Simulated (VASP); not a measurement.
## Si3N4: NMR shieldings

Aim: NMR shielding tensors and field gradients of Si3N4. The cell has space group P6_3/m. The start is a cell from a database of measured crystal structures.

Main program and level: VASP 6.6.1; PBE; plane waves and PAW (Si, N), in the first sound run; inputs show where later runs differ.

Most raw output is cut from this account.

### Step 1. Starting point

The structure is hexagonal, space group P6_3/m (No. 176). Conventional cell: a = 7.604 Å, b = 7.604 Å, c = 2.906 Å, α = 90.00°, β = 90.00°, γ = 120.00°. Nearest to Si lie 4 N at 1.73 to 1.74 Å. N has 3 Si at 1.73 Å nearest. N has 3 Si at 1.74 Å nearest. Farther neighbours and most contacts between anions are not listed.

### Step 2. Ground state

A ground-state run shows first whether the cell has a gap, which the next steps need; its size sets how fine their mesh has to be.

INCAR

```
SYSTEM = Si3N4
PREC = Accurate
ENCUT = 520
EDIFF = 1E-07
NELM = 100
ISMEAR = 0
SIGMA = 0.01
LREAL = .FALSE.
ALGO = Normal
GGA = PE
NBANDS = 46
LORBIT = 11
LWAVE = .FALSE.
LCHARG = .FALSE.
KPAR = 4
```

POSCAR

```
Si3N4
1.0
    7.6044000000      0.0000000000      0.0000000000
   -3.8022000000      6.5856035805      0.0000000000
    0.0000000000      0.0000000000      2.9063000000
Si N
6 8
Direct
    0.1745570000      0.4060800000      0.7500000000
    0.4060800000      0.2315230000      0.2500000000
    0.2315230000      0.8254430000      0.7500000000
    0.8254430000      0.5939200000      0.2500000000
    0.5939200000      0.7684770000      0.7500000000
    0.7684770000      0.1745570000      0.2500000000
    0.3333333333      0.6666666667      0.7500000000
    0.6666666667      0.3333333333      0.2500000000
    0.3302400000      0.2997400000      0.7500000000
    0.2997400000      0.9695000000      0.2500000000
    0.9695000000      0.6697600000      0.7500000000
    0.6697600000      0.7002600000      0.2500000000
    0.7002600000      0.0305000000      0.7500000000
    0.0305000000      0.3302400000      0.2500000000
```

KPOINTS

```
Automatic mesh
0
Gamma
3 3 7
0 0 0
```

Potentials, in the order of the species: Si and N (PBE family, release 64).

Launch:

```sh
$ mpirun -np 4 vasp_std
```

The job ended after 15 s (4 MPI ranks of Intel Xeon 6975P-C (Granite Rapids), shared host; peak memory 1.2 GiB; 56 s of CPU time).

The gap is read on the k-mesh alone, so it is an upper bound where the band edges lie off the mesh.

A gap read on the k-mesh alone can miss the band edges.

This step gave:

* free energy (TOTEN): -114.4870 eV
* Fermi energy: 6.905 eV
* pressure: 5.255 GPa
* gap on the k-mesh: 4.316 eV
* least direct gap on the k-mesh: 4.509 eV

The cell has a gap of 4.32 eV on this mesh and a pressure of +5.3 GPa, which holds the misfit of the given cell and coordinates with this functional, and any error of cutoff, mesh and data sets.

### Step 3. Shielding tensors

This step: chemical shifts by linear response (GIPAW), PBE; plane waves and PAW (Si, N) (VASP 6.6.1).

LCHIMAG computes the induced currents by linear response. It needs tightly converged orbitals and a cutoff well above the default; LEFG adds the field gradients at no cost.

INCAR

```
SYSTEM = Si3N4
PREC = Accurate
ENCUT = 520
EDIFF = 1E-08
NELM = 100
ISMEAR = 0
SIGMA = 0.01
LREAL = Auto
ALGO = Normal
GGA = PE
NBANDS = 46
LWAVE = .FALSE.
LCHARG = .FALSE.
KPAR = 4
LCHIMAG = .TRUE.
LEFG = .TRUE.
DQ = 0.001
ICHIBARE = 1
LNMR_SYM_RED = .TRUE.
```

POSCAR is that of step 2.

KPOINTS

```
Automatic mesh
0
Gamma
3 3 6
0 0 0
```

Launch:

```sh
$ mpirun -np 4 vasp_std
```

Elapsed: 12 min, on 4 MPI ranks; peak memory 2.7 GiB; 47 min of CPU time.

Numbers from this step:

- free energy (TOTEN): -114.4886 eV
- Fermi energy: 6.839 eV
- pressure: 5.256 GPa
- gap on the k-mesh: 4.309 eV

Valence and core; the G = 0 term is that of a spherical sample. NMR shielding, by row:

| atom | isotropic shielding (ppm) | span (ppm) | skew | isotropic shielding without the G = 0 term (ppm) |
| --- | --- | --- | --- | --- |
| Si1 | 386.9 | 22.62 | -0.5155 | 376 |
| Si2 | 386.9 | 22.63 | -0.5163 | 376 |
| Si3 | 386.9 | 22.63 | -0.516 | 376 |
| Si4 | 386.9 | 22.62 | -0.5155 | 376 |
| Si5 | 386.9 | 22.63 | -0.5163 | 376 |
| Si6 | 386.9 | 22.63 | -0.516 | 376 |
| N7 | 127.2 | 38.66 | 0.9995 | 116.3 |
| N8 | 127.2 | 38.66 | 0.9995 | 116.3 |
| N9 | 147.7 | 35.28 | 0.0208 | 136.8 |
| N10 | 147.7 | 35.28 | 0.0214 | 136.8 |
| N11 | 147.7 | 35.27 | 0.0208 | 136.8 |
| N12 | 147.7 | 35.28 | 0.0208 | 136.8 |
| N13 | 147.7 | 35.28 | 0.0214 | 136.8 |
| N14 | 147.7 | 35.27 | 0.0208 | 136.8 |

Ordered as |Vzz| ≥ |Vxx| ≥ |Vyy|, the program's way. Electric field gradients, by row:

| atom | Vxx (V/Å²) | Vyy (V/Å²) | Vzz (V/Å²) | asymmetry |
| --- | --- | --- | --- | --- |
| Si1 | -5.688 | -3.931 | 9.619 | 0.183 |
| Si2 | -5.688 | -3.931 | 9.619 | 0.183 |
| Si3 | -5.688 | -3.931 | 9.619 | 0.183 |
| Si4 | -5.688 | -3.931 | 9.619 | 0.183 |
| Si5 | -5.688 | -3.931 | 9.619 | 0.183 |
| Si6 | -5.688 | -3.931 | 9.619 | 0.183 |
| N7 | 22.95 | 22.95 | -45.9 | 0 |
| N8 | 22.95 | 22.95 | -45.9 | 0 |
| N9 | 25.17 | 21.05 | -46.22 | 0.089 |
| N10 | 25.17 | 21.05 | -46.22 | 0.089 |
| N11 | 25.17 | 21.05 | -46.22 | 0.089 |
| N12 | 25.17 | 21.05 | -46.22 | 0.089 |
| N13 | 25.17 | 21.05 | -46.22 | 0.089 |
| N14 | 25.17 | 21.05 | -46.22 | 0.089 |

### Step 4. Another functional, PAW release LDA 64

This step: chemical shifts by linear response (GIPAW), LDA; plane waves and PAW (Si, N) (VASP 6.6.1).

The functional is changed, to see how much the shieldings depend on it.

INCAR, as its differences from that of step 3:

```diff
@@ -9,3 +9,3 @@
 ALGO = Normal
-GGA = PE
+GGA = CA
 NBANDS = 46
```

POSCAR is that of step 3.

KPOINTS is that of step 3.

PAW data sets: Si and N (LDA family, release 64).

Launch:

```sh
$ mpirun -np 4 vasp_std
```

Elapsed: 11 min, on 4 MPI ranks; peak memory 2.7 GiB; 45 min of CPU time.

Numbers from this step:

- free energy (TOTEN): -126.5247 eV
- Fermi energy: 6.686 eV
- pressure: -2.882 GPa
- gap on the k-mesh: 4.132 eV
- least direct gap on the k-mesh: 4.337 eV

Valence and core; the G = 0 term is that of a spherical sample. NMR shielding, by row:

| atom | isotropic shielding (ppm) | span (ppm) | skew | isotropic shielding without the G = 0 term (ppm) |
| --- | --- | --- | --- | --- |
| Si1 | 366.1 | 23.08 | -0.5636 | 355.3 |
| Si2 | 366.1 | 23.08 | -0.5639 | 355.3 |
| Si3 | 366.1 | 23.08 | -0.5633 | 355.3 |
| Si4 | 366.1 | 23.08 | -0.5636 | 355.3 |
| Si5 | 366.1 | 23.08 | -0.5639 | 355.3 |
| Si6 | 366.1 | 23.08 | -0.5633 | 355.3 |
| N7 | 115.5 | 41.95 | 0.9996 | 104.7 |
| N8 | 115.5 | 41.95 | 0.9996 | 104.7 |
| N9 | 136 | 40.61 | 0.0792 | 125.2 |
| N10 | 136 | 40.61 | 0.0793 | 125.2 |
| N11 | 136 | 40.61 | 0.0788 | 125.2 |
| N12 | 136 | 40.61 | 0.0792 | 125.2 |
| N13 | 136 | 40.61 | 0.0793 | 125.2 |
| N14 | 136 | 40.61 | 0.0788 | 125.2 |

Ordered as |Vzz| ≥ |Vxx| ≥ |Vyy|, the program's way. Electric field gradients, by row:

| atom | Vxx (V/Å²) | Vyy (V/Å²) | Vzz (V/Å²) | asymmetry |
| --- | --- | --- | --- | --- |
| Si1 | -5.708 | -3.956 | 9.664 | 0.181 |
| Si2 | -5.708 | -3.956 | 9.664 | 0.181 |
| Si3 | -5.708 | -3.956 | 9.663 | 0.181 |
| Si4 | -5.708 | -3.956 | 9.664 | 0.181 |
| Si5 | -5.708 | -3.956 | 9.664 | 0.181 |
| Si6 | -5.708 | -3.956 | 9.663 | 0.181 |
| N7 | 22.01 | 22.01 | -44.03 | 0 |
| N8 | 22.01 | 22.01 | -44.03 | 0 |
| N9 | 24.41 | 19.99 | -44.41 | 0.1 |
| N10 | 24.41 | 19.99 | -44.41 | 0.1 |
| N11 | 24.41 | 19.99 | -44.41 | 0.1 |
| N12 | 24.41 | 19.99 | -44.41 | 0.1 |
| N13 | 24.41 | 19.99 | -44.41 | 0.1 |
| N14 | 24.41 | 19.99 | -44.41 | 0.1 |

Against the first shielding run the largest change is -20.8 ppm, on Si1.

### Step 5. Summary

This step: chemical shifts by linear response (GIPAW), PBE, LDA; plane waves and PAW (VASP 6.6.1).

Derived from the runs above.

Isotropic shieldings. Cost is wall time times ranks on a shared host. Shieldings by setting:

| run | ENCUT (eV) | k mesh | Si1, Wyckoff letter h (ppm) | N7, Wyckoff letter d (ppm) | N9, Wyckoff letter h (ppm) | cost (core minutes) |
| --- | --- | --- | --- | --- | --- | --- |
| first shielding run | 520 | 3x3x6 | 386.9 | 127.2 | 147.7 | 46.67 |
| another functional | 520 | 3x3x6 | 366.1 | 115.5 | 136 | 44.67 |

### Step 6. Summary of results

```yaml
si_isotropic_shielding: 386.9 ppm
n_isotropic_shielding: 127.2, 147.7 ppm
```

At PBE, in the first shielding run, the isotropic shieldings are Si 386.9 ppm; N 127.2, 147.7 ppm. In the first shielding run the widest tensor is that of N7, with a span (largest less smallest principal value) of 38.7 ppm. The largest field gradient of that run is Vzz = -46.2 V/Å² at N9. Against the first shielding run, the one with another functional moves the shieldings by at most 21 ppm. Shifts were not obtained, since a shift is the shielding of a reference compound, computed alike, less these values; differences between sites of one element need no reference, and the more shielded site has the lower shift. The G = 0 term is the part set by the sample's shape, taken here for a sphere. No finer mesh was run, so convergence in it isn't shown. VASP's guide advises LASPH for shieldings, which this input doesn't set; the effect wasn't tested. The cell has space group P6_3/m. The given cell is kept, although it stands at +5.3 GPa at PBE and ENCUT = 520 eV, which holds the mismatch of the given cell with this functional, any error of the entry itself and any basis-set error.

[Lines on the potential files, build, host, timing and source positions are cut from VASP's logs without a mark.]

[Logs are printed without paths, hosts, clocks, repeated set-up lines and the standing remarks that a program may print on its own settings, such as how far it seeks lower states.]

[Hosts, paths, dates, database ids (printed as entryN), source tags and the programs' standing remarks are cut or masked in the printed files.]
